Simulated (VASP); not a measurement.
Computed with PBE GGA, VASP's PBE PAW potentials (set 64) (plane waves; VASP).

A VASP calculation is set up with these files.

INCAR:
```
SYSTEM = SiO2
PREC = Accurate
ENCUT = 520
EDIFF = 1E-7
NELM = 100
ALGO = Normal
LREAL = .FALSE.
LASPH = .TRUE.
ISMEAR = 0
SIGMA = 0.05
GGA = PE
LWAVE = .FALSE.
LCHARG = .FALSE.
LORBIT = 11
ICHARG = 11
```

### POSCAR
```
SiO2
1.0
  2.5052433124  -4.3392088241   0.0000000000
  2.5052433124   4.3392088241   0.0000000000
  0.0000000000   0.0000000000   5.5037801550
Si O
3 6
Direct
  0.0000000000   0.4748116890   0.3333330000
  0.5251883110   0.5251883110   1.0000000000
  0.4748116890   0.0000000000   0.6666670000
  0.2589386625   0.4147554966   0.2076984688
  0.5852445034   0.8441831659   0.8743654688
  0.7410613375   0.1558168341   0.4589675312
  0.8441831659   0.5852445034   0.1256345312
  0.4147554966   0.2589386625   0.7923015312
  0.1558168341   0.7410613375   0.5410324688
```

File KPOINTS:
```
k-points along high-symmetry lines
10
Line-mode
Reciprocal
  0.000000   0.000000   0.000000 ! GAMMA
  0.500000  -0.000000   0.000000 ! M

  0.500000  -0.000000   0.000000 ! M
  0.333333   0.333333   0.000000 ! K

  0.333333   0.333333   0.000000 ! K
  0.000000   0.000000   0.000000 ! GAMMA

  0.000000   0.000000   0.000000 ! GAMMA
  0.000000   0.000000   0.500000 ! A

  0.000000   0.000000   0.500000 ! A
  0.500000  -0.000000   0.500000 ! L

  0.500000  -0.000000   0.500000 ! L
  0.333333   0.333333   0.500000 ! H

  0.333333   0.333333   0.500000 ! H
  0.000000   0.000000   0.500000 ! A

  0.500000  -0.000000   0.500000 ! L
  0.500000  -0.000000   0.000000 ! M

  0.333333   0.333333   0.500000 ! H
  0.333333   0.333333   0.000000 ! K
```

POTCAR, in this order: Si O (PBE.64 set). Program: vasp_std. Read from the step before: CHGCAR.

The run wrote:

### OSZICAR
```
       N       E                     dE             d eps       ncg     rms          rms(c)
DAV:   1     0.299402214618E+03    0.29940E+03   -0.24784E+04  5220   0.152E+03
DAV:   2    -0.507858297419E+02   -0.35019E+03   -0.34078E+03  7036   0.320E+02
DAV:   3    -0.707988073613E+02   -0.20013E+02   -0.19931E+02  6105   0.871E+01
DAV:   4    -0.711087306870E+02   -0.30992E+00   -0.30927E+00  6459   0.115E+01
DAV:   5    -0.711145414279E+02   -0.58107E-02   -0.58081E-02  5965   0.152E+00
DAV:   6    -0.711147506540E+02   -0.20923E-03   -0.20919E-03  6616   0.248E-01
DAV:   7    -0.711147552459E+02   -0.45919E-05   -0.45917E-05  6000   0.368E-02
DAV:   8    -0.711147554618E+02   -0.21590E-06   -0.21590E-06  5792   0.645E-03
DAV:   9    -0.711147554701E+02   -0.82155E-08   -0.82114E-08  4001   0.128E-03
   1 F= -.71114755E+02 E0= -.71114755E+02  d E =-.562076E-16
```

### OUTCAR
```
 val. band max:        0.6723816569   @ k =   0.3333   0.3333   0.0000

 cond. band min:       6.3619394241   @ k =   0.0000   0.0000   0.0000



 k-point     1 :       0.0000    0.0000    0.0000
  band No.  band energies     occupation
      1     -18.5735      2.00000
      2     -17.1308      2.00000
      3     -17.1308      2.00000
      4     -16.5321      2.00000
      5     -16.4915      2.00000
      6     -16.4914      2.00000
      7      -7.5773      2.00000
      8      -7.5772      2.00000
      9      -4.7229      2.00000
     10      -4.6586      2.00000
     11      -4.5024      2.00000
     12      -4.5024      2.00000
     13      -2.1193      2.00000
     14      -2.1192      2.00000
     15      -1.9677      2.00000
     16      -1.7175      2.00000
     17      -0.8138      2.00000
     18      -0.8138      2.00000
     19      -0.8083      2.00000
     20      -0.2731      2.00000
     21      -0.2730      2.00000
     22       0.1303      2.00000
     23       0.3471      2.00000
     24       0.3471      2.00000
     25       6.3619      0.00000
     26       9.7474      0.00000
     27       9.7474      0.00000
     28      10.0483      0.00000
     29      10.0483      0.00000

 k-point     2 :       0.0556    0.0000    0.0000
  band No.  band energies     occupation
      1     -18.5649      2.00000
      2     -17.1411      2.00000
      3     -17.1297      2.00000
      4     -16.5340      2.00000
      5     -16.4932      2.00000
      6     -16.4920      2.00000
      7      -7.5817      2.00000
      8      -7.5561      2.00000
      9      -4.7213      2.00000
     10      -4.6685      2.00000
     11      -4.5183      2.00000
     12      -4.4797      2.00000
     13      -2.1433      2.00000
     14      -2.1134      2.00000
     15      -1.9633      2.00000
     16      -1.6880      2.00000
     17      -0.8457      2.00000
     18      -0.8205      2.00000
     19      -0.8070      2.00000
     20      -0.2826      2.00000
...
```

The density is held fixed in this step, so its total energy and stress have no physical meaning.

The compound is SiO2 in the quartz structure. It was relaxed first, which changed the volume by +6 %.
